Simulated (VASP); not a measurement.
Method: PBEsol GGA, VASP's PBE PAW potentials (set 64) (plane waves; VASP 6.6.1).

VASP ran on this input.

**INCAR**
```
LCHARG=.FALSE.
LWAVE=.FALSE.
PREC=Accurate
LREAL=.FALSE.   ! projection in real space or not
NSW=60   ! most ionic steps
GGA=PS
SYSTEM=TaGe2
LASPH=.TRUE.   ! aspherical one-centre terms
ISIF=3   ! ions, shape and volume
ALGO=Normal
EDIFF=1E-6   ! SCF stop (eV)
EDIFFG=-0.02
IBRION=2   ! conjugate gradients
LMAXMIX=6   ! l cut-off of mixed one-centre charges
ENCUT=400
ISMEAR=1   ! Methfessel-Paxton
NELM=100
SIGMA=0.1   ! width (eV)
```

POSCAR:
```
TaGe2
1
   -1.6803302870     1.6803302870     4.2074940999
    1.6803302870    -1.6803302870     4.2074940999
    1.6803302870     1.6803302870    -4.2074940999
Ta Ge
1 2
Direct
  0.0000000000   0.0000000000   0.0000000000
  0.3357254820   0.3357254820   0.0000000000
  0.6642745180   0.6642745180   0.0000000000
```

### KPOINTS
```
K-points
0
Gamma
  12 12 12
0 0 0
```

POTCAR, in this order: Ta_pv Ge_d (PBE.64 set). Program: vasp_std.

Problem. What will the output report for the number of irreducible k-points (NKPTS), number of bands (NBANDS), largest plane-wave count, number of space-group operations, FFT grid (NGX, NGY, NGZ)?

Solution. 
```json
{
 "number of irreducible k-points (NKPTS)": "163",
 "number of bands (NBANDS)": "23",
 "largest_plane_wave_count": "890",
 "number_of_space_group_operations": "16",
 "FFT grid (NGX, NGY, NGZ)": "32 × 32 × 32"
}
```

The structure was generated: TaGe2 was put into the MoSi2 type (I4/mmm), which need not be its known phase. This run relaxes it. Symmetry was kept, so distortions that lower it aren't found. The start is the result of an earlier pass. The electron count is odd and the run is not spin-polarised, which forces a metal.
